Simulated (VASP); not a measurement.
VASP ran on this input.

File KPOINTS:
```
Automatic mesh
0
Gamma
8 8 8
0 0 0
```

POSCAR:
```
Be5Au
1
    0.0000000000     3.0344276442     3.0344276442
    3.0344276442     0.0000000000     3.0344276442
    3.0344276442     3.0344276442     0.0000000000
Be Au
5 1
Direct
  0.2500000000   0.2500000000   0.2500000000
  0.6248911772   0.6248911772   0.6248911772
  0.1253264683   0.6248911772   0.6248911772
  0.6248911772   0.1253264683   0.6248911772
  0.6248911772   0.6248911772   0.1253264683
  0.0000000000   0.0000000000   0.0000000000
```

INCAR:
```
! general
SYSTEM  = Be5Au
PREC    = Accurate
ENCUT   = 400   ! plane-wave cut-off (eV)
LREAL   = F
LASPH   = T

! electronic loop
EDIFF   = 1E-6   ! SCF stop (eV)
NELM    = 100   ! most electronic steps
ALGO    = Normal   ! blocked Davidson
LMAXMIX = 6   ! l cut-off of mixed one-centre charges
LMIXTAU = T

! smearing
ISMEAR  = 1   ! Methfessel-Paxton
SIGMA   = 0.1   ! width (eV)

! functional
METAGGA = R2SCAN

! ions
IBRION  = 2   ! conjugate gradients
NSW     = 60   ! most ionic steps
ISIF    = 3
EDIFFG  = -0.02   ! ionic stop

! output
LWAVE   = F
LCHARG  = F
```

POTCAR, in this order: Be Au (PBE.64 set). Program: vasp_std.

**Question.** Write an equivalent input for Ansatz.

**Answer.** One equivalent input (not run):
Ansatz 0.2 input:
```yaml
crystal:
  lattice:
    - [0.0000000, 3.0344276, 3.0344276]
    - [3.0344276, 0.0000000, 3.0344276]
    - [3.0344276, 3.0344276, 0.0000000]
  atoms:
    - { symbol: Be, position: [0.2500000, 0.2500000, 0.2500000] }
    - { symbol: Be, position: [0.6248912, 0.6248912, 0.6248912] }
    - { symbol: Be, position: [0.1253265, 0.6248912, 0.6248912] }
    - { symbol: Be, position: [0.6248912, 0.1253265, 0.6248912] }
    - { symbol: Be, position: [0.6248912, 0.6248912, 0.1253265] }
    - { symbol: Au, position: [0.0000000, 0.0000000, 0.0000000] }
kpoints:
  mp_grid: { grid: [8, 8, 8] }
hamiltonian:
  xc: r2scan
  pseudopotentials: { kind: paw }
scf:
  occupations: { method: methfessel_paxton, width: 0.1 }
  max_iter: 100
relax:
  max_steps: 60
  f_tol: 0.02
  cell: {}
output: { forces: true, stress: true, eigenvalues: true }
```
What does not carry over: each code has its own PAW files, so the cut-off isn't converted (ENCUT is set for VASP's; basis.ecutwfc is left out, and Ansatz then takes the one that its files recommend); Ansatz stops its SCF on the density residual and VASP on the energy change (EDIFF).

The compound is Be5Au in the sg216 structure. This run relaxes it. Symmetry was kept, so distortions that lower it aren't found. The start is the result of an earlier pass.
